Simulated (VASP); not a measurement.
A convergence study with VASP on SiC (zinc blende): a few settings are varied, all else stays as given below, so the limit is that of these other settings.

```xyz
2
Lattice="0.0000 2.1800 2.1800 2.1800 0.0000 2.1800 2.1800 2.1800 0.0000" Properties=species:S:1:pos:R:3 pbc="T T T"
Si     0.0000     0.0000     0.0000
C      1.0900     1.0900     1.0900
```

Level of theory: PBE GGA, VASP's PBE PAW potentials (set 64) (plane waves; VASP). The last row used: 700 eV cut-off, 18×18×18 Γ-centred mesh, second-order Methfessel-Paxton smearing of 0.40 eV, potentials Si C.

Gaps are read on the run's mesh, which can miss a band edge.

```tsv
setting	E (eV/atom)	pressure (GPa)	gap on the mesh (eV)	irreducible k-points
ISMEAR = -1, SIGMA = 0.01, 6×6×6 mesh	-7.5260	2.75	1.354	16
ISMEAR = -1, SIGMA = 0.2, 6×6×6 mesh	(withheld)	(withheld)	(withheld)	16
ISMEAR = 0, SIGMA = 0.01, 6×6×6 mesh	-7.5260	2.75	1.354	16
ISMEAR = 0, SIGMA = 0.2, 6×6×6 mesh	-7.5260	2.75	1.354	16
ISMEAR = 1, SIGMA = 0.01, 6×6×6 mesh	-7.5260	2.75	1.354	16
ISMEAR = 1, SIGMA = 0.2, 6×6×6 mesh	-7.5260	2.75	1.354	16
ISMEAR = 2, SIGMA = 0.01, 6×6×6 mesh	-7.5260	2.75	1.354	16
ISMEAR = 2, SIGMA = 0.2, 6×6×6 mesh	-7.5260	2.75	1.354	16
ISMEAR = -1, SIGMA = 0.05, 12×12×12 mesh	-7.5314	2.71	1.360	72
ISMEAR = -1, SIGMA = 0.2, 12×12×12 mesh	-7.5311	2.71	1.361	72
ISMEAR = 0, SIGMA = 0.05, 12×12×12 mesh	-7.5314	2.71	1.360	72
ISMEAR = 0, SIGMA = 0.2, 12×12×12 mesh	-7.5314	2.71	1.360	72
ISMEAR = 1, SIGMA = 0.05, 12×12×12 mesh	-7.5314	2.71	1.360	72
ISMEAR = 1, SIGMA = 0.2, 12×12×12 mesh	-7.5314	2.71	1.360	72
ISMEAR = 2, SIGMA = 0.05, 12×12×12 mesh	-7.5314	2.71	1.360	72
ISMEAR = 2, SIGMA = 0.2, 12×12×12 mesh	-7.5314	2.71	1.360	72
ISMEAR = -1, SIGMA = 0.05, 18×18×18 mesh	-7.5314	2.71	1.360	195
ISMEAR = -1, SIGMA = 0.4, 18×18×18 mesh	(withheld)	2.71	(withheld)	195
ISMEAR = 0, SIGMA = 0.05, 18×18×18 mesh	-7.5314	2.71	1.360	195
ISMEAR = 0, SIGMA = 0.4, 18×18×18 mesh	-7.5314	2.71	1.360	195
ISMEAR = 1, SIGMA = 0.05, 18×18×18 mesh	-7.5314	2.71	1.360	195
ISMEAR = 1, SIGMA = 0.4, 18×18×18 mesh	-7.5313	2.71	1.360	195
ISMEAR = 2, SIGMA = 0.05, 18×18×18 mesh	-7.5314	2.71	1.360	195
ISMEAR = 2, SIGMA = 0.4, 18×18×18 mesh	-7.5313	2.71	1.360	195
```

Task: What belongs in the gaps?

Result: 
- ISMEAR = -1, SIGMA = 0.2, 6×6×6 mesh, E (eV/atom): -7.5256
- ISMEAR = -1, SIGMA = 0.2, 6×6×6 mesh, pressure (GPa): 2.74
- ISMEAR = -1, SIGMA = 0.2, 6×6×6 mesh, gap on the mesh (eV): 1.355
- ISMEAR = -1, SIGMA = 0.4, 18×18×18 mesh, E (eV/atom): -7.5263
- ISMEAR = -1, SIGMA = 0.4, 18×18×18 mesh, gap on the mesh (eV): 1.368

Left out are rungs that failed or repeat a setting and relaxations that didn't move; long series are thinned to 24 rows.

The compound is SiC in the zinc blende structure. The cell was not relaxed at this level.
